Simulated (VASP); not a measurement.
Wanted: the native input for a VASP 6.6.1 run.

- Task: single point
- Functional: PBE
- Potentials or basis: VASP PAW PBE potentials, release 64 (Pd, S)
- Cutoff: 520 eV
- k mesh: 6 × 6 × 1
- Occupations: gaussian, width 0.1 eV
- Spin: no spin polarisation
- Dipole correction: yes
- Further INCAR settings: ALGO = Fast; EDIFF = 1e-06; NBANDS = 75

The structure of Pd12S lies in POSCAR:

```
Pd12S
1.0
    5.5751887913      0.0000000000      0.0000000000
   -2.7875943957      4.8282551242      0.0000000000
    0.0000000000      0.0000000000     20.0521225866
Pd S
12 1
Direct
    0.3333333333      0.1666666667      0.1994801290
    0.3333333333      0.6666666667      0.1994801290
    0.8333333333      0.1666666667      0.1994801290
    0.8333333333      0.6666666667      0.1994801290
    0.1666666667      0.3333333333      0.3129873791
    0.1666666667      0.8333333333      0.3129873791
    0.6666666667      0.3333333333      0.3129873791
    0.6666666667      0.8333333333      0.3129873791
    0.0000000000      0.0000000000      0.4264946292
    0.0000000000      0.5000000000      0.4264946292
    0.5000000000      0.0000000000      0.4264946292
    0.5000000000      0.5000000000      0.4264946292
    0.0000000000      0.1666666667      0.5202038154
```

The cell isn't the ideal one: S over (0/6, 2/6) of the surface cell, its height relaxed.

The input as run:

INCAR

```
SYSTEM = Pd12S
  PREC = Accurate
  ENCUT = 520
  EDIFF = 1E-6
  ISMEAR = 0
  SIGMA = 0.1
  LREAL = .False.
  LASPH = .True.
  NELM = 100
  ALGO = Fast
  ISIF = 2
  LWAVE = .False.
  LCHARG = .False.
  LDIPOL = .True.
  IDIPOL = 3
  DIPOL = 0.5 0.5 0.329
  GGA = PE
  NBANDS = 75
```

KPOINTS

```
Automatic mesh
0
Gamma
  6 6 1
  0 0 0
```

Potentials or basis: VASP PAW PBE potentials, release 64 (Pd, S).

Command:

```console
$ cat potpaw_PBE.64/Pd/POTCAR potpaw_PBE.64/S/POTCAR > POTCAR
$ mpirun -np 1 vasp_std > vasp.out
```

Results of the run:

```yaml
Largest_force: 1.701 eV/Å
Band_gap_on_the_k_mesh: none (metal or under the smearing width)
```

Wall time 28 min on 1 thread of AMD EPYC 9R14 (Zen 4) (shared host), peak memory 0.9 GiB.
